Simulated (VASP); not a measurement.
Method: PBE GGA, VASP's PBE PAW potentials (set 64) (plane waves; VASP).

VASP ran on this input.

File POSCAR:
```
TiCo
6.09960
  0.5000000000   0.0000000000   0.0000000000
  0.0000000000   0.5000000000   0.0000000000
  0.0000000000   0.0000000000   0.5000000000
Ti Co
1 1
Cartesian
  0.0000000000   0.0000000000   0.0000000000
  0.2500000000   0.2500000000   0.2500000000
```

**INCAR**
```
SYSTEM = TiCo
PREC = Accurate; ENCUT = 400; LREAL = F
LASPH = T
EDIFF = 1E-6; NELM = 100; ALGO = Normal
LMAXMIX = 4
ISMEAR = 1; SIGMA = 0.1
GGA = PE
ISIF = 2
LWAVE = F; LCHARG = F
```

File KPOINTS:
```
Regular mesh
0
Gamma
9 9 9
```

POTCAR, in this order: Ti_sv Co (PBE.64 set). Program: vasp_std.

Question: Predict the energy per atom (σ→0), pressure, band gap (on the k-mesh).

Answer: 
```json
{
 "energy per atom (σ→0)": "-7.766 eV/atom",
 "band gap (on the k-mesh)": "none (metal, semimetal or under 0.01 eV)",
 "pressure": "-126.2 kbar"
}
```

File OSZICAR:
```
...
DAV:  10    -0.155369420047E+02    0.11106E-01   -0.74319E-02  1418   0.334E+00    0.530E-01
DAV:  11    -0.155346837890E+02    0.22582E-02   -0.67266E-03  1252   0.937E-01    0.332E-01
DAV:  12    -0.155342701626E+02    0.41363E-03   -0.99286E-04  1442   0.256E-01    0.165E-01
DAV:  13    -0.155339817812E+02    0.28838E-03   -0.84414E-04  1308   0.266E-01    0.511E-02
DAV:  14    -0.155339696338E+02    0.12147E-04   -0.94640E-05  1494   0.814E-02    0.103E-02
DAV:  15    -0.155339697229E+02   -0.89117E-07   -0.10453E-05  1188   0.444E-02    0.289E-03
DAV:  16    -0.155339697121E+02    0.10812E-07   -0.33776E-07   568   0.766E-03
   1 F= -.15533970E+02 E0= -.15532073E+02  d E =-.568977E-02
```

The compound is TiCo in the CsCl type structure. The cell was not relaxed at this level. The run is not spin-polarised, so no magnetic state was tried. The electron count is odd and the run is not spin-polarised, which forces a metal.
